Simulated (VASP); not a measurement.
Level of theory: vdW-DF-cx, VASP's PBE PAW potentials (set 64) (plane waves; VASP).

The input files of a VASP run:

### KPOINTS
```
kpoints
0
Gamma
  18 18 18
```

POSCAR:
```
Rh
1
    0.0000000000     1.8928065266     1.8928065266
    1.8928065266     0.0000000000     1.8928065266
    1.8928065266     1.8928065266    -0.0000000000
Rh
1
Direct
  0.0000000000   0.0000000000   0.0000000000
```

**INCAR**
```
SYSTEM = Rh
PREC = Accurate
ENCUT = 520
EDIFF = 1E-7
NELM = 100
ALGO = Normal
LREAL = .FALSE.
LASPH = .TRUE.
ISMEAR = -5
GGA = CX
LUSE_VDW = .TRUE.
AGGAC = 0.0
LMAXMIX = 4
LWAVE = .FALSE.
LCHARG = .TRUE.
LORBIT = 11
NEDOS = 601
ISIF = 2
```

POTCAR, in this order: Rh_pv (PBE.64 set). Program: vasp_std.

The run wrote:

**OSZICAR**
```
       N       E                     dE             d eps       ncg     rms          rms(c)
DAV:   1     0.118996203688E+03    0.11900E+03   -0.94423E+03  4298   0.147E+03
DAV:   2    -0.339455874258E+01   -0.12239E+03   -0.11746E+03  4407   0.392E+02
DAV:   3    -0.494094676771E+01   -0.15464E+01   -0.15374E+01  4956   0.494E+01
DAV:   4    -0.494994396785E+01   -0.89972E-02   -0.89988E-02  4689   0.390E+00
DAV:   5    -0.495008283901E+01   -0.13887E-03   -0.13891E-03  4928   0.459E-01    0.110E+01
DAV:   6    -0.440526985221E+01    0.54481E+00   -0.12730E+00  4518   0.168E+01    0.361E+00
DAV:   7    -0.438456560332E+01    0.20704E-01   -0.27585E-02  4941   0.214E+00    0.167E+00
DAV:   8    -0.438017299241E+01    0.43926E-02   -0.45534E-03  4461   0.109E+00    0.220E-01
DAV:   9    -0.437999168510E+01    0.18131E-03   -0.16780E-04  4953   0.215E-01    0.307E-02
DAV:  10    -0.437999903212E+01   -0.73470E-05   -0.42072E-06  4740   0.282E-02    0.362E-03
DAV:  11    -0.437999849370E+01    0.53843E-06   -0.35127E-07  4908   0.881E-03    0.800E-04
DAV:  12    -0.437999834087E+01    0.15282E-06   -0.10552E-08  2445   0.179E-03    0.960E-05
DAV:  13    -0.437999833066E+01    0.10218E-07   -0.53031E-10  2397   0.329E-04
   1 F= -.43799983E+01 E0= -.43799983E+01  d E =0.000000E+00
```

**OUTCAR**
```
------------------------ aborting loop because EDIFF is reached ----------------------------------------
  FORCE on cell =-STRESS in cart. coord.  units (eV):
  Direction    XX          YY          ZZ          XY          YZ          ZX
  --------------------------------------------------------------------------------------
  Total        0.0000947      0.0000947      0.0000947      0.0000000     -0.0000000      0.0000000
  in kB        0.0111873      0.0111873      0.0111873      0.0000000     -0.0000000      0.0000000
  external PRESSURE =       0.0111873 kB  Pullay stress =       0.0000000 kB
  volume of cell :       13.56
      direct lattice vectors                 reciprocal lattice vectors
     0.000000000  1.892806527  1.892806527    -0.264158007  0.264158007  0.264158007
     1.892806527  0.000000000  1.892806527     0.264158007 -0.264158007  0.264158007
     1.892806527  1.892806527  0.000000000     0.264158007  0.264158007 -0.264158007
 POSITION                                       TOTAL-FORCE (eV/Angst)
 -----------------------------------------------------------------------------------
      0.00000      0.00000      0.00000         0.000000      0.000000      0.000000
 -----------------------------------------------------------------------------------
    total drift:                                0.000000      0.000000      0.000000
  FREE ENERGIE OF THE ION-ELECTRON SYSTEM (eV)
  ---------------------------------------------------
  free  energy   TOTEN  =        -4.3799983307 eV

  energy  without entropy=       -4.3799983307  energy(sigma->0) =       -4.37999833

 total charge

# of ion       s       p       d       tot
------------------------------------------
    1        0.415   6.313   7.082  13.810
```
(Selected blocks of OUTCAR.)

OUTCAR:
```
 val. band max:       12.2532381028   @ k =   0.4444   0.0000   0.0000

 cond. band min:      11.9480829517   @ k =  -0.3333   0.3333   0.0000


 Fermi energy:        12.0071544368

 k-point     1 :       0.0000    0.0000    0.0000
  band No.  band energies     occupation
      1     -34.3452      2.00000
      2     -34.3452      2.00000
      3     -34.3452      2.00000
      4       3.9139      2.00000
      5       8.8573      2.00000
      6       8.8573      2.00000
      7       8.8573      2.00000
      8      10.9971      2.00000
      9      10.9971      2.00000
     10      28.0323      0.00000
     11      32.3224      0.00000

 k-point     2 :       0.0556    0.0000    0.0000
  band No.  band energies     occupation
      1     -34.3693      2.00000
      2     -34.3484      2.00000
      3     -34.3484      2.00000
      4       4.0405      2.00000
      5       8.8005      2.00000
      6       8.9073      2.00000
      7       8.9073      2.00000
      8      10.9686      2.00000
      9      10.9686      2.00000
     10      28.2189      0.00000
     11      32.6087      0.00000

 k-point     3 :       0.1111    0.0000    0.0000
  band No.  band energies     occupation
      1     -34.4384      2.00000
      2     -34.3578      2.00000
      3     -34.3578      2.00000
      4       4.4035      2.00000
      5       8.6589      2.00000
      6       9.0379      2.00000
      7       9.0379      2.00000
      8      10.9071      2.00000
      9      10.9071      2.00000
     10      28.7190      0.00000
     11      31.3673      0.00000

 k-point     4 :       0.1667    0.0000    0.0000
  band No.  band energies     occupation
      1     -34.5433      2.00000
      2     -34.3720      2.00000
      3     -34.3720      2.00000
      4       4.9408      2.00000
      5       8.5223      2.00000
      6       9.1842      2.00000
      7       9.1842      2.00000
      8      10.8885      2.00000
      9      10.8885      2.00000
...
```

For a metal the tetrahedron method with Blöchl corrections gives inexact stress and forces.

The compound is Rh in the fcc structure. It was relaxed first.
